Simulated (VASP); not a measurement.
Input:

```xyz
2
Lattice="1.7846 -3.1286 0.0000 1.7846 3.1286 0.0000 0.0000 0.0000 5.6184" Properties=species:S:1:pos:R:3 pbc="T T T"
Tb     1.7846     1.0429     1.4046
Tb     1.8117    -1.0429     4.2138
```

The numbers are results of PBE GGA, VASP's PBE PAW potentials (set 64) (plane waves; VASP), not measurements. Settings: 400 eV cut-off, 11×11×6 Γ-centred mesh, Gaussian smearing of 0.20 eV, potentials Tb_3.

The 4f electrons are frozen in the core of the lanthanide potential, so 4f levels, which can set the real gap, and their magnetism are missing.

Task: Give the stress tensor in GPa (positive for a compressed cell).

Result: 
```
 1.72  -0.09   0.00
-0.09   0.99   0.00
 0.00   0.00   1.51
```
The pressure is its mean diagonal, 1.41 GPa.

The compound is Tb in the hcp structure. The cell was not relaxed at this level, atoms are displaced from their ideal sites. The run is one of a series of settings (ISMEAR = 0, SIGMA = 0.2 against the base run), some of them coarse on purpose.
